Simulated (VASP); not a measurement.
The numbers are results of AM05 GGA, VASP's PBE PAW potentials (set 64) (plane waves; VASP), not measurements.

The input files of a VASP run:

**POSCAR**
```
CuI
1
    0.0000000000     2.9864597188     2.9864597188
    2.9864597188     0.0000000000     2.9864597188
    2.9864597188     2.9864597188     0.0000000000
Cu I
1 1
Direct
  0.0000000000   0.0000000000   0.0000000000
  0.2500000000   0.2500000000   0.2500000000
```

**INCAR**
```
SYSTEM = CuI
PREC = Accurate
ENCUT = 520
EDIFF = 1E-7
NELM = 100
ALGO = Normal
LREAL = .FALSE.
LASPH = .TRUE.
ISMEAR = -5
GGA = AM
LMAXMIX = 4
LWAVE = .FALSE.
LCHARG = .TRUE.
LORBIT = 11
NEDOS = 601
ISIF = 2
```

### KPOINTS
```
Automatic mesh
0
Gamma
9 9 9
0 0 0
```

POTCAR, in this order: Cu I (PBE.64 set). Program: vasp_std.

Unless said otherwise, spin-orbit coupling is left out, though it shifts the bands of the heavy elements here.

Task: Estimate the energy per atom (σ→0), band gap (on the k-mesh).

Result: 
```
Item                                  Result
------------------------  ------------------
energy per atom (σ→0)     -280.2 kJ/mol-atom
band gap (on the k-mesh)             1.25 eV
```

### OSZICAR
```
...
DAV:  11    -0.580718014008E+01   -0.89170E-04   -0.62963E-04  1224   0.763E-01    0.335E-02
DAV:  12    -0.580718253330E+01   -0.23932E-05   -0.59489E-05  1414   0.111E-01    0.406E-02
DAV:  13    -0.580718193715E+01    0.59615E-06   -0.17635E-06  1330   0.213E-02    0.258E-02
DAV:  14    -0.580718024391E+01    0.16932E-05   -0.17974E-05  1266   0.137E-01    0.534E-03
DAV:  15    -0.580718064586E+01   -0.40195E-06   -0.25812E-06   980   0.107E-02    0.739E-03
DAV:  16    -0.580718046948E+01    0.17639E-06   -0.15712E-07   790   0.506E-03    0.227E-03
DAV:  17    -0.580718043365E+01    0.35829E-07   -0.67170E-08   505   0.883E-03
   1 F= -.58071804E+01 E0= -.58071804E+01  d E =0.000000E+00
```

The compound is CuI in the zinc blende structure. It was relaxed first.
